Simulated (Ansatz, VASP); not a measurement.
## InP: VASP beside Ansatz

One calculation is typed for both programs; each brings its own data sets. How far apart do they land? The cell is taken from a series of runs on this material, whose earlier steps may have relaxed, scaled, displaced or heated it; both programs get it as it stands.

Calculated with Ansatz 0.2.0; plane waves, with VASP 6.6.1 beside it; zone-centre phonons at LDA.

In doubt: the program warns that the response may not be converged on this k-mesh (step 3), which bears on dielectric and field responses.

## 1. Set-up

The structure is cubic, space group F-43m (No. 216). Conventional cell: a = 5.861 Å, b = 5.861 Å, c = 5.861 Å, α = 90.00°, β = 90.00°, γ = 90.00°. Nearest to In lie 4 P at 2.54 Å. Nearest to P lie 4 In at 2.54 Å. Farther neighbours are not listed.

Structure file:

```cif
data_structure
_symmetry_space_group_name_H-M 'P 1'
_symmetry_Int_Tables_number 1
_cell_length_a 4.1444
_cell_length_b 4.1444
_cell_length_c 4.1444
_cell_angle_alpha 60.000
_cell_angle_beta 60.000
_cell_angle_gamma 60.000
_cell_volume 50.33
loop_
_atom_site_label
_atom_site_type_symbol
_atom_site_fract_x
_atom_site_fract_y
_atom_site_fract_z
_atom_site_occupancy
In1 In 0.00000 0.00000 0.00000 1
P2 P 0.75000 0.75000 0.75000 1
```

## 2. VASP: zone-centre phonons, LDA

Second derivatives magnify differences that forces hide, and they need a tight electronic threshold.

Lines of VASP's logs that name or quote its potential files are left out, and so is its time.

Contents of INCAR:

```
SYSTEM = InP
PREC = Accurate
ENCUT = 500
EDIFF = 1E-08
NELM = 120
ISMEAR = 0
SIGMA = 0.01
LREAL = .FALSE.
ALGO = Normal
GGA = PW92
NBANDS = 15
LORBIT = 11
LWAVE = .FALSE.
LCHARG = .FALSE.
ISIF = 2
IBRION = 8
LEPSILON = .TRUE.
LASPH = .TRUE.
GGA_COMPAT = .FALSE.
EFERMI = MIDGAP
```

Contents of POSCAR:

```
InP
1.0
    0.0000000000      2.9305000000      2.9305000000
    2.9305000000      0.0000000000      2.9305000000
    2.9305000000      2.9305000000      0.0000000000
In P
1 1
Direct
    0.0000000000      0.0000000000      0.0000000000
    0.7500000000      0.7500000000      0.7500000000
```

Contents of KPOINTS:

```
Automatic mesh
0
Gamma
6 6 6
0 0 0
```

Potentials, in the order of the species: In_d and P (LDA family, release 64).

The run is started by

```sh
$ mpirun -np 1 vasp_std
```

Numbers of over 12 decimals in the logs are rounded to 6 here.

Log:

```text
[banner, memory and clock lines left out]
running    1 mpi-ranks, on    1 nodes
 distrk:  each k-point on    1 cores,    1 groups
 distr:  one band on    1 cores,    1 groups

 POSCAR found type information on POSCAR InP
 POSCAR found :  2 types and       2 ions
|                                                                             |
|               ----> ADVICE to this user running VASP <----                  |
|                                                                             |
|     You enforced a specific xc type in the INCAR file but a different       |
|     [... a line on the potential file left out ...]
|     I HOPE YOU KNOW WHAT YOU ARE DOING!                                     |
|                                                                             |

 LDA part: xc-table for (Slater(with rela. corr.)+PW92), standard interpolation
 POSCAR, INCAR and KPOINTS ok, starting setup
 FFT: planning ... GRIDC
 FFT: planning ... GRID_SOFT
 FFT: planning ... GRID
 WAVECAR not read
 entering main loop
       N       E                     dE             d eps       ncg     rms          rms(c)
DAV:   1     0.108626020747E+03    0.10863E+03   -0.83557E+03   480   0.132E+03
DAV:   2    -0.258014639506E+01   -0.11121E+03   -0.10675E+03   494   0.303E+02
DAV:   3    -0.988708280904E+01   -0.73069E+01   -0.72587E+01   641   0.793E+01
DAV:   4    -0.100805090725E+02   -0.19343E+00   -0.19335E+00   573   0.139E+01
DAV:   5    -0.100915297897E+02   -0.11021E-01   -0.11020E-01   773   0.293E+00    0.581E+00
DAV:   6    -0.969835779447E+01    0.39317E+00   -0.61260E-01   764   0.134E+01    0.347E+00
DAV:   7    -0.965612481709E+01    0.42233E-01   -0.14817E-01   709   0.320E+00    0.117E+00
DAV:   8    -0.965086379178E+01    0.52610E-02   -0.13376E-02   639   0.141E+00    0.379E-01
DAV:   9    -0.965063787182E+01    0.22592E-03   -0.11376E-03   670   0.410E-01    0.179E-01
DAV:  10    -0.965066776380E+01   -0.29892E-04   -0.14366E-04   740   0.132E-01    0.110E-01
DAV:  11    -0.965067233904E+01   -0.45752E-05   -0.27022E-05   748   0.817E-02    0.679E-02
DAV:  12    -0.965067001308E+01    0.23260E-05   -0.50522E-06   592   0.207E-02    0.121E-02
DAV:  13    -0.965066999020E+01    0.22878E-07   -0.42044E-07   613   0.357E-03    0.101E-02
DAV:  14    -0.965066996754E+01    0.22658E-07   -0.36643E-08   613   0.291E-03    0.300E-03
DAV:  15    -0.965066995775E+01    0.97893E-08   -0.33326E-08   599   0.167E-03
   1 F= -.96506700E+01 E0= -.96506700E+01  d E =0.000000E+00
 Linear response reoptimize wavefunctions to high precision
DAV:   1    -0.965066995787E+01   -0.11823E-09   -0.18536E-09   563   0.263E-04
DAV:   2    -0.965066995785E+01    0.26375E-10   -0.29412E-11   352   0.508E-05
 Linear response G [H, r] |phi>, progress :
  Direction:   1
       N       E                     dE             d eps       ncg     rms
RMM:   1    -0.489884142140E+02   -0.48988E+02    0.34797E+02   629   0.132E+02
RMM:   2    -0.655555925909E+02   -0.16567E+02   -0.16642E+01   898   0.324E+01
RMM:   3    -0.659625900747E+02   -0.40700E+00   -0.21473E+00   922   0.115E+01
RMM:   4    -0.659685832598E+02   -0.59932E-02   -0.30119E-01   926   0.465E+00
RMM:   5    -0.659855033011E+02   -0.16920E-01   -0.12247E-01   936   0.203E+00
RMM:   6    -0.659857312434E+02   -0.22794E-03   -0.16388E-02   972   0.753E-01
RMM:   7    -0.659858742140E+02   -0.14297E-03   -0.16037E-03   964   0.245E-01
RMM:   8    -0.659859055884E+02   -0.31374E-04   -0.36077E-04  1018   0.114E-01
RMM:   9    -0.659859203282E+02   -0.14740E-04   -0.47096E-05   962   0.390E-02
RMM:  10    -0.659859220264E+02   -0.16981E-05    0.62933E-05  1018   0.159E-02
RMM:  11    -0.659859291206E+02   -0.70942E-05    0.17736E-04   868   0.642E-03
RMM:  12    -0.659859219891E+02    0.71315E-05    0.12479E-04   806   0.267E-03
RMM:  13    -0.659859212270E+02    0.76209E-06   -0.11115E-04   741   0.139E-03
RMM:  14    -0.659859218668E+02   -0.63976E-06   -0.24037E-05   703   0.661E-04
RMM:  15    -0.659859206071E+02    0.12597E-05   -0.73235E-06   602   0.434E-04
RMM:  16    -0.659859200240E+02    0.58311E-06    0.21084E-06   541   0.295E-04
RMM:  17    -0.659859199915E+02    0.32449E-07   -0.77270E-06   480   0.247E-04
RMM:  18    -0.659859199881E+02    0.33933E-08   -0.41813E-07   448   0.206E-04
RMM:  19    -0.659859199896E+02   -0.14928E-08   -0.62884E-07   411   0.196E-04
RMM:  20    -0.659859199892E+02    0.45544E-09   -0.45911E-07   388   0.191E-04
RMM:  21    -0.659859199894E+02   -0.17017E-09   -0.63135E-07   380   0.190E-04
 Linear response G [H, r] |phi>, progress :
  Direction:   2
       N       E                     dE             d eps       ncg     rms
RMM:   1    -0.471599648271E+02   -0.47160E+02    0.33351E+02   623   0.130E+02
RMM:   2    -0.666981936606E+02   -0.19538E+02   -0.17474E+01   895   0.315E+01
[...]
RMM:  11    -0.439957831530E+01    0.24657E-07   -0.35343E-06   585   0.287E-04
RMM:  12    -0.439957831817E+01   -0.28669E-08   -0.18586E-07   498   0.169E-04
RMM:  13    -0.439957832029E+01   -0.21246E-08    0.41514E-07   341   0.701E-05
RMM:  14    -0.439957832011E+01    0.18059E-09    0.83052E-08   276   0.519E-05
 change of polarisation eV/A/(eV/A) component  3 :     0.805    -0.856     8.799
 dielectric tensor                  component  3 :     2.895    -3.078    32.634
[...]
RMM:  11    -0.514866103664E+01    0.14873E-05    0.58415E-07  2917   0.114E-03    0.115E-03
RMM:  12    -0.514866029988E+01    0.73677E-06   -0.36484E-06  2645   0.436E-04    0.271E-04
RMM:  13    -0.514866217745E+01   -0.18776E-05    0.28475E-07  2527   0.201E-04    0.234E-04
RMM:  14    -0.514866248245E+01   -0.30500E-06    0.54365E-07  1813   0.796E-05    0.338E-05
RMM:  15    -0.514866290316E+01   -0.42071E-06   -0.14748E-08   902   0.518E-05    0.399E-05
RMM:  16    -0.514866294635E+01   -0.43192E-07   -0.19103E-09   639   0.428E-05    0.293E-05
RMM:  17    -0.514866300281E+01   -0.56463E-07   -0.30449E-08   573   0.410E-05    0.587E-06
 change of polarisation eV/A/(eV/A) component  2 :     1.355    10.000     0.358
 dielectric tensor                  component  2 :     4.870    36.951     1.286
 Linear response to external field, progress :
  Direction:   3
       N       E                     dE             d eps       ncg     rms          rms(c)
RMM:   1    -0.214409794114E+01   -0.21441E+01   -0.11917E+01  1771   0.616E+00
RMM:   2    -0.507703912094E+01   -0.29329E+01   -0.50024E-02  2517   0.185E+00    0.260E+00
RMM:   3    -0.505250630802E+01    0.24533E-01   -0.27268E-02  2632   0.119E+00    0.154E+00
RMM:   4    -0.513804265744E+01   -0.85536E-01   -0.32695E-02  2477   0.135E+00    0.239E-01
RMM:   5    -0.514290509225E+01   -0.48624E-02   -0.39850E-03  2648   0.497E-01    0.143E-01
RMM:   6    -0.514752164483E+01   -0.46166E-02   -0.10685E-03  2573   0.164E-01    0.284E-02
RMM:   7    -0.514842773596E+01   -0.90609E-03   -0.33394E-04  2776   0.686E-02    0.233E-02
RMM:   8    -0.514873994160E+01   -0.31221E-03   -0.29331E-04  2674   0.302E-02    0.789E-03
RMM:   9    -0.514865350093E+01    0.86441E-04   -0.12451E-04  2838   0.968E-03    0.478E-03
RMM:  10    -0.514866242467E+01   -0.89237E-05    0.40596E-06  2849   0.284E-03    0.173E-03
RMM:  11    -0.514866095629E+01    0.14684E-05   -0.11242E-05  2922   0.114E-03    0.115E-03
RMM:  12    -0.514866014629E+01    0.81001E-06   -0.66108E-07  2633   0.436E-04    0.270E-04
RMM:  13    -0.514866204162E+01   -0.18953E-05   -0.13806E-06  2543   0.201E-04    0.236E-04
RMM:  14    -0.514866235947E+01   -0.31785E-06   -0.22170E-06  1820   0.792E-05    0.297E-05
RMM:  15    -0.514866277953E+01   -0.42007E-06   -0.92867E-09   893   0.518E-05    0.376E-05
RMM:  16    -0.514866282695E+01   -0.47416E-07   -0.19121E-09   637   0.427E-05    0.270E-05
RMM:  17    -0.514866288422E+01   -0.57268E-07   -0.30434E-08   576   0.410E-05    0.615E-06
 change of polarisation eV/A/(eV/A) component  3 :     1.081     0.651    10.000
 dielectric tensor                  component  3 :     3.885     2.341    36.951
 Linear response DOF=           2
 Linear response progress:
  Degree of freedom:   1/  2
       N       E                     dE             d eps       ncg     rms          rms(c)
RMM:   1    -0.234675580077E+00   -0.23468E+00   -0.71951E-02  1861   0.505E+00
RMM:   2    -0.237305506808E+00   -0.26299E-02   -0.14895E-02  2327   0.108E+00    0.919E-02
RMM:   3    -0.237238384352E+00    0.67122E-04   -0.19143E-03  2557   0.336E-01    0.462E-02
RMM:   4    -0.237035059491E+00    0.20332E-03   -0.23465E-04  2627   0.126E-01    0.244E-02
RMM:   5    -0.236996380103E+00    0.38679E-04   -0.59046E-05  2664   0.417E-02    0.874E-03
RMM:   6    -0.237003679666E+00   -0.72996E-05   -0.90667E-05  2718   0.161E-02    0.229E-03
RMM:   7    -0.237013623809E+00   -0.99441E-05   -0.72061E-05  2759   0.487E-03    0.621E-04
RMM:   8    -0.237008638383E+00    0.49854E-05   -0.37796E-05  2733   0.191E-03    0.279E-04
RMM:   9    -0.237005670711E+00    0.29677E-05   -0.17934E-05  2738   0.876E-04    0.650E-05
RMM:  10    -0.237004766028E+00    0.90468E-06   -0.10231E-05  2895   0.382E-04    0.346E-05
RMM:  11    -0.237004178386E+00    0.58764E-06   -0.37932E-06  2803   0.197E-04    0.125E-05
RMM:  12    -0.237004329604E+00   -0.15122E-06   -0.43182E-06  2679   0.117E-04    0.207E-05
RMM:  13    -0.237004003555E+00    0.32605E-06   -0.10285E-06  2872   0.669E-05    0.614E-06
RMM:  14    -0.237004010723E+00   -0.71684E-08   -0.88714E-07  2676   0.429E-05    0.780E-06
RMM:  15    -0.237003949819E+00    0.60904E-07   -0.39004E-07  2603   0.291E-05    0.322E-06
RMM:  16    -0.237003927864E+00    0.21955E-07   -0.20705E-07  2003   0.215E-05    0.183E-06
RMM:  17    -0.237003920414E+00    0.74503E-08   -0.16337E-07  1580   0.176E-05    0.105E-06
RMM:  18    -0.237003908524E+00    0.11891E-07   -0.74753E-08  1405   0.154E-05    0.947E-07
RMM:  19    -0.237003904546E+00    0.39774E-08   -0.47323E-08  1355   0.142E-05    0.859E-07
 first order change of Fermi-energy   0.63598E+00
 force on displaced ion       1 direction 1 :  -7.924   0.000   0.000
 Born effective charge ion    1 direction 1 :   2.605   0.000   0.000
 Linear response progress:
  Degree of freedom:   2/  2
       N       E                     dE             d eps       ncg     rms          rms(c)
RMM:   1    -0.500881093057E-01   -0.50088E-01    0.36446E-02  2919   0.182E+00
RMM:   2    -0.483345184966E-01    0.17536E-02   -0.46105E-04  2262   0.638E-01    0.150E-01
RMM:   3    -0.488732940746E-01   -0.53878E-03   -0.15586E-03  2545   0.271E-01    0.581E-02
RMM:   4    -0.491144009943E-01   -0.24111E-03   -0.21373E-04  2590   0.103E-01    0.178E-02
RMM:   5    -0.491424370289E-01   -0.28036E-04   -0.22056E-05  2697   0.308E-02    0.108E-02
RMM:   6    -0.491345497284E-01    0.78873E-05   -0.74746E-06  2661   0.109E-02    0.400E-03
RMM:   7    -0.491336157515E-01    0.93398E-06   -0.59179E-07  2665   0.404E-03    0.161E-03
RMM:   8    -0.491361575240E-01   -0.25418E-05   -0.43417E-07  2699   0.153E-03    0.433E-04
RMM:   9    -0.491362349537E-01   -0.77430E-07    0.16342E-06  2924   0.505E-04    0.206E-04
RMM:  10    -0.491363189886E-01   -0.84035E-07    0.31815E-07  2758   0.212E-04    0.517E-05
RMM:  11    -0.491363952379E-01   -0.76249E-07   -0.37103E-08  2874   0.800E-05    0.270E-05
RMM:  12    -0.491364183107E-01   -0.23073E-07    0.95723E-08  2825   0.360E-05    0.116E-05
RMM:  13    -0.491363973012E-01    0.21009E-07   -0.70070E-09  2655   0.174E-05    0.108E-05
RMM:  14    -0.491363976349E-01   -0.33366E-09   -0.30187E-09  2389   0.933E-06    0.195E-06
 first order change of Fermi-energy  -0.63549E+00
 force on displaced ion       2 direction 1 :  -7.875   0.000   0.000
 Born effective charge ion    2 direction 1 :  -3.238   0.000   0.000
 Born effective charges drift removed
 Linear response finished
```

Parts of OUTCAR (step 2):

```text
ion  position               nearest neighbor table
   1  0.000  0.000  0.000-   2 2.54   2 2.54   2 2.54   2 2.54
   2  0.750  0.750  0.750-   1 2.54   1 2.54   1 2.54   1 2.54

  LATTYP: Found a face centered cubic cell.
 ALAT       =     5.8610000000

 Subroutine GETGRP returns: Found 24 space group operations
 (whereof 24 operations were pure point group operations)

The static configuration has the point symmetry T_d .

 Found     16 irreducible k-points:

   k-points           NKPTS =     16   k-points in BZ     NKDIM =     16   number of bands    NBANDS=     15

   dimension x,y,z NGX =    30 NGY =   30 NGZ =   30
   dimension x,y,z NGXF=    60 NGYF=   60 NGZF=   60

   ENCUT  =  500.0 eV  36.75 Ry    6.06 a.u.   7.56  7.56  7.56*2*pi/ulx,y,z

   NELECT =      18.0000    total number of electrons

 k-points in reciprocal lattice and weights: Automatic mesh
   0.00000000  0.00000000  0.00000000       0.005
   0.16666667  0.00000000  0.00000000       0.037
   0.33333333  0.00000000  0.00000000       0.037
   0.50000000  0.00000000  0.00000000       0.019
   0.16666667  0.16666667  0.00000000       0.028
   0.33333333  0.16666667  0.00000000       0.111
   0.50000000  0.16666667  0.00000000       0.111
  -0.33333333  0.16666667  0.00000000       0.111
  -0.16666667  0.16666667  0.00000000       0.056
[...]
-0.33333333  0.33333333  0.16666667       0.111
  -0.33333333  0.50000000  0.16666667       0.056

 average (electrostatic) potential at core
       1 -95.2445       2 -84.0043

  Total       -0.3810340     -0.3810340     -0.3810340     -0.0000000      0.0000000      0.0000000
  in kB      -12.1288359    -12.1288359    -12.1288359     -0.0000000      0.0000000      0.0000000
  external PRESSURE =     -12.1288359 kB  Pullay stress =       0.0000000 kB

  energy-cutoff  :      500.00
  volume of cell :       50.33
      direct lattice vectors                 reciprocal lattice vectors
     0.000000000  2.930500000  2.930500000    -0.170619348  0.170619348  0.170619348
     2.930500000  0.000000000  2.930500000     0.170619348 -0.170619348  0.170619348
     2.930500000  2.930500000  0.000000000     0.170619348  0.170619348 -0.170619348

 POSITION                                       TOTAL-FORCE (eV/Angst)
 -----------------------------------------------------------------------------------
      0.00000      0.00000      0.00000        -0.000000     -0.000000     -0.000000
      4.39575      4.39575      4.39575         0.000000      0.000000      0.000000
 -----------------------------------------------------------------------------------
    total drift:                               -0.000000     -0.000000     -0.000000

 MACROSCOPIC STATIC DIELECTRIC TENSOR (including local field effects in DFT)
 ------------------------------------------------------
          36.951220     0.000000     0.000000
          -0.000000    36.951220    -0.000000
           0.000000     0.000000    36.951220
 ------------------------------------------------------

 PIEZOELECTRIC TENSOR (including local field effects)  for field in x, y, z        (C/m^2)
          XX          YY          ZZ          XY          YZ          ZX
  --------------------------------------------------------------------------------
  x    -0.00000     0.00000    -0.00000     0.00000     1.09655    -0.00000
  y     0.00000     0.00000    -0.00000    -0.00000     0.00000     1.09655
  z     0.00000     0.00000     0.00000     1.09655     0.00000     0.00000

 BORN EFFECTIVE CHARGES (including local field effects) (in |e|, cummulative output)
 ---------------------------------------------------------------------------------
 ion    1
    1     2.92504    -0.00000    -0.00000
    2     0.00000     2.92504    -0.00000
    3     0.00000     0.00000     2.92504
 ion    2
    1    -2.92504     0.00000     0.00000
    2    -0.00000    -2.92504     0.00000
    3     0.00000     0.00000    -2.92504

 Eigenvectors and eigenvalues of the dynamical matrix
 ----------------------------------------------------

   1 f  =    8.888623 THz    55.848867 2PiTHz  296.492556 cm-1    36.760375 meV
             X         Y         Z           dx          dy          dz
      0.000000  0.000000  0.000000    -0.462053    0.000000    0.000000
      4.395750  4.395750  4.395750     0.886853    0.000000    0.000000

   2 f  =    8.888623 THz    55.848867 2PiTHz  296.492556 cm-1    36.760375 meV
             X         Y         Z           dx          dy          dz
      0.000000  0.000000  0.000000     0.000000   -0.462053    0.000000
      4.395750  4.395750  4.395750     0.000000    0.886853    0.000000

   3 f  =    8.888623 THz    55.848867 2PiTHz  296.492556 cm-1    36.760375 meV
             X         Y         Z           dx          dy          dz
      0.000000  0.000000  0.000000     0.000000    0.000000   -0.462053
      4.395750  4.395750  4.395750     0.000000    0.000000    0.886853

   4 f/i=    0.011313 THz     0.071081 2PiTHz    0.377356 cm-1     0.046786 meV
             X         Y         Z           dx          dy          dz
      0.000000  0.000000  0.000000    -0.886853    0.000000    0.000000
      4.395750  4.395750  4.395750    -0.462053    0.000000    0.000000

   5 f/i=    0.011313 THz     0.071081 2PiTHz    0.377356 cm-1     0.046786 meV
             X         Y         Z           dx          dy          dz
      0.000000  0.000000  0.000000     0.000000    0.886853    0.000000
      4.395750  4.395750  4.395750     0.000000    0.462053    0.000000

   6 f/i=    0.011313 THz     0.071081 2PiTHz    0.377356 cm-1     0.046786 meV
             X         Y         Z           dx          dy          dz
      0.000000  0.000000  0.000000     0.000000    0.000000    0.886853
      4.395750  4.395750  4.395750     0.000000    0.000000    0.462053

 MACROSCOPIC STATIC DIELECTRIC TENSOR IONIC CONTRIBUTION
 ------------------------------------------------------
           3.893631     0.000000    -0.000000
           0.000000     3.893631    -0.000000
          -0.000000    -0.000000     3.893631
 ------------------------------------------------------

 ELASTIC MODULI CONTR FROM IONIC RELAXATION (kBar)
 Direction    XX          YY          ZZ          XY          YZ          ZX
 --------------------------------------------------------------------------------
 XX          -0.0000     -0.0000     -0.0000      0.0000      0.0000      0.0000
 YY          -0.0000     -0.0000     -0.0000      0.0000      0.0000      0.0000
 ZZ          -0.0000     -0.0000     -0.0000      0.0000      0.0000      0.0000
 XY           0.0000      0.0000      0.0000   -209.7154      0.0000      0.0000
 YZ           0.0000      0.0000      0.0000      0.0000   -209.7154      0.0000
 ZX           0.0000      0.0000      0.0000      0.0000      0.0000   -209.7154
 --------------------------------------------------------------------------------

 PIEZOELECTRIC TENSOR IONIC CONTR  for field in x, y, z        (C/m^2)
          XX          YY          ZZ          XY          YZ          ZX
  --------------------------------------------------------------------------------
  x     0.00000     0.00000     0.00000     0.00000    -0.85029     0.00000
  y     0.00000     0.00000     0.00000     0.00000    -0.00000    -0.85029
  z     0.00000     0.00000     0.00000    -0.85029     0.00000     0.00000
```

With a direct gap this small, the dielectric response converges slowly with the mesh, so tensor and charges are uncertain; a mesh that holds the point of the least gap tends to give too large a tensor.

(Part 1 of 2 ends here.)

[Lines on the potential files, build, host, timing and source positions are cut from VASP's logs without a mark.]

[Logs are printed without paths, hosts, clocks, repeated set-up lines and the standing remarks that a program may print on its own settings, such as how far it seeks lower states.]

[Hosts, paths, dates, database ids (printed as entryN), source tags and the programs' standing remarks are cut or masked in the printed files.]
